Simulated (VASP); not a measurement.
A convergence study with VASP on NiSi$_{2}$ (fluorite): one setting is varied, all else stays as given below, so the limit is that of these other settings. Each run relaxes cell and ions from the cell shown. The basis is that of the starting cell, so low cut-offs carry a Pulay error.

```
NiSi2
1.0
    0.00000     2.70500     2.70500
    2.70500     0.00000     2.70500
    2.70500     2.70500     0.00000
Si Ni
2 1
Direct
  0.25000   0.25000   0.25000
  0.75000   0.75000   0.75000
  0.00000   0.00000   0.00000
```

The numbers are results of LDA (Ceperley-Alder, Perdew-Zunger), VASP's LDA PAW potentials (set 64) (plane waves; VASP 6.6.1), not measurements. The tightest run used: 700 eV cut-off, 8×8×8 Γ-centred mesh, first-order Methfessel-Paxton smearing of 0.10 eV, potentials Si Ni.

**Question.** The settings run are ENCUT = 200; ENCUT = 250; ENCUT = 300; ENCUT = 350; ENCUT = 400; ENCUT = 450; ENCUT = 500; ENCUT = 550; ENCUT = 600; ENCUT = 650; ENCUT = 700. From which on does the relaxed volume stay within 0.05 Å³/atom of the tightest run?

**Answer.** From ENCUT = 300 on: it is off by 0.016 there and by no more than 0.05 in any finer run, while ENCUT = 250 is off by 0.205.
```tsv
setting	relaxed volume (Å³/atom)	E (eV/atom)	plane waves	difference judged (Å³/atom)
ENCUT = 200	11.662	-6.6449	266	1.072
ENCUT = 250	12.530	-6.6209	363	0.205
ENCUT = 300	12.719	-6.6302	489	0.016
ENCUT = 350	12.717	-6.6327	609	0.017
ENCUT = 400	12.724	-6.6323	730	0.011
ENCUT = 450	12.733	-6.6316	881	0.002
ENCUT = 500	12.735	-6.6314	1036	0.000
ENCUT = 550	12.733	-6.6315	1211	0.002
ENCUT = 600	12.732	-6.6316	1363	0.002
ENCUT = 650	12.734	-6.6316	1524	0.001
ENCUT = 700	12.735	-6.6315	1687	0.000
```

Left out are rungs that failed or repeat a setting and relaxations that didn't move; long series are thinned to 24 rows.

The compound is NiSi2 in the fluorite structure. The run is not spin-polarised, so no magnetic state was tried.
